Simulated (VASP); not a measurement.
VASP input:

**POSCAR**
```
TaS2
8.546930
  0.7882468790   0.0000000000   0.0000000000
  0.0000000000   0.3921000890   0.0000000000
  0.0000000000   0.0000000000   0.9999999647
Ta S
4 8
Direct
  0.7487025080   0.2500000000   0.5914977793
  0.2487025080   0.2500000000   0.9085022207
  0.2512974920   0.7500000000   0.4085022207
  0.7512974920   0.7500000000   0.0914977793
  0.6291314916   0.2500000000   0.8962280955
  0.1291314916   0.2500000000   0.6037719045
  0.3708685084   0.7500000000   0.1037719045
  0.8708685084   0.7500000000   0.3962280955
  0.5169226109   0.2500000000   0.3589328635
  0.0169226109   0.2500000000   0.1410671365
  0.4830773891   0.7500000000   0.6410671365
  0.9830773891   0.7500000000   0.8589328635
```

INCAR:
```
SYSTEM = TaS2
PREC = Accurate; ENCUT = 400; LREAL = .FALSE.
LASPH = .TRUE.
EDIFF = 1E-7; NELM = 100; ALGO = Normal
LMAXMIX = 6
ISMEAR = -5
GGA = PS
ISIF = 2
LWAVE = .FALSE.; LCHARG = .TRUE.; LORBIT = 11
NEDOS = 601
LEFG = .TRUE.
```

### KPOINTS
```
Automatic
0
gamma
 5 10 4
```

POTCAR, in this order: Ta_pv S (PBE.64 set). Program: vasp_std.

**Question.** Translate this PBEsol calculation to Quantum ESPRESSO's pw.x.

**Answer.** One equivalent input (not run):
```
&CONTROL
  calculation = 'scf'
  pseudo_dir = './pseudo'
  outdir = './out'
  tprnfor = .true.
  tstress = .true.
/
&SYSTEM
  ibrav = 0
  nat = 12
  ntyp = 2
  ecutwfc = 58
  occupations = 'tetrahedra'
  input_dft = 'pbesol'
/
&ELECTRONS
  conv_thr = 7.3e-09
  electron_maxstep = 100
/
ATOMIC_SPECIES
  Ta 180.948 Ta.upf
  S 32.060 S.upf
CELL_PARAMETERS angstrom
     6.7370909    0.0000000    0.0000000
     0.0000000    3.3512520    0.0000000
     0.0000000    0.0000000    8.5469297
ATOMIC_POSITIONS crystal
  Ta   0.7487025  0.2500000  0.5914978
  Ta   0.2487025  0.2500000  0.9085022
  Ta   0.2512975  0.7500000  0.4085022
  Ta   0.7512975  0.7500000  0.0914978
  S    0.6291315  0.2500000  0.8962281
  S    0.1291315  0.2500000  0.6037719
  S    0.3708685  0.7500000  0.1037719
  S    0.8708685  0.7500000  0.3962281
  S    0.5169226  0.2500000  0.3589329
  S    0.0169226  0.2500000  0.1410671
  S    0.4830774  0.7500000  0.6410671
  S    0.9830774  0.7500000  0.8589329
K_POINTS automatic
  5 10 4 0 0 0
```
Limits of the translation: the potentials are each code's own (VASP's PAW set, PseudoDojo norm-conserving files in pw.x), so ENCUT and ecutwfc are chosen apart and not converted; conv_thr bounds pw.x's estimated SCF error, while EDIFF bounds the energy change between steps; the field gradients of LEFG aren't asked of the other code.

The structure was generated: TaS2 was put into the cotunnite type (Pnma), which need not be its known phase. It was relaxed first, which changed the volume by -10 %.
